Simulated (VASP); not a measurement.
```
CELL_PARAMETERS angstrom
     -0.11256     4.03589     3.97168
      4.03589    -0.11256     3.97168
      1.96166     1.96166     0.00000
ATOMIC_POSITIONS crystal
  Ir 0.00000 0.00000 0.00000
  Au 0.00000 0.50000 0.00000
  Au 0.50000 0.00000 0.00000
  Au 0.50000 0.50000 0.00000
```

All values below come from PBEsol GGA, VASP's PBE PAW potentials (set 64) (plane waves; VASP). Settings: 400 eV cut-off, 7×7×15 Γ-centred mesh, tetrahedra with Blöchl corrections, potentials Ir Au.

Unless said otherwise, spin-orbit coupling is left out, though it shifts the bands of the heavy elements here.

Estimate the energy per atom (σ→0), band gap (on the k-mesh) with the smallest direct gap where there is one.

```
Property                                                    Result
------------------------  ----------------------------------------
band gap (on the k-mesh)  none (metal, semimetal or under 0.01 eV)
energy per atom (σ→0)                               -5.128 eV/atom
```

The absolute energy has meaning only against runs of the same code, potentials and settings.

The structure was generated: Au3Ir was put into an ordered model structure (Cmmm), which need not be its known phase. It was relaxed first.
